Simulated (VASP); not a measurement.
LuSe, 2 atoms in the cell. It takes space group Fm-3m (No. 225, cubic). The conventional cell has a = 5.552 Å, b = 5.552 Å, c = 5.552 Å, α = 90.00°, β = 90.00°, γ = 90.00°. Around Lu (site symmetry m-3m) lie 6 Se at 2.78 Å. Se (site symmetry m-3m) has 6 Lu at 2.78 Å as nearest neighbours. The cell comes from a database or a generator and needn't be the stable form of this composition.

* Program: VASP 6.6.1
* Task: single point
* Functional: PBEsol
* Potentials or basis: VASP PAW PBE potentials, release 64 (Lu, Se)
* Cutoff: 520 eV
* k mesh: 14 × 14 × 14
* Occupations: gaussian, width 0.15 eV
* Spin: no spin polarisation
* Dipole correction: no
* Further INCAR settings: ALGO = Normal; EDIFF = 1e-07; NBANDS = 22

Potentials or basis: VASP PAW PBE potentials, release 64 (Lu, Se).

Launch:

```bash
$ cat potpaw_PBE.64/Lu/POTCAR potpaw_PBE.64/Se/POTCAR > POTCAR
$ mpirun -np 1 vasp_std > vasp.out
```

Hardware: 1 thread of Intel(R) Xeon(R) 6975P-C (Granite Rapids), on a shared host.

Problem. How long does it take, and how much memory?

Solution. Wall time 60 s on 1 thread of Intel(R) Xeon(R) 6975P-C (Granite Rapids), with other jobs on the host, peak memory 0.25 GiB. Counts: scf iterations 13, k points 104.
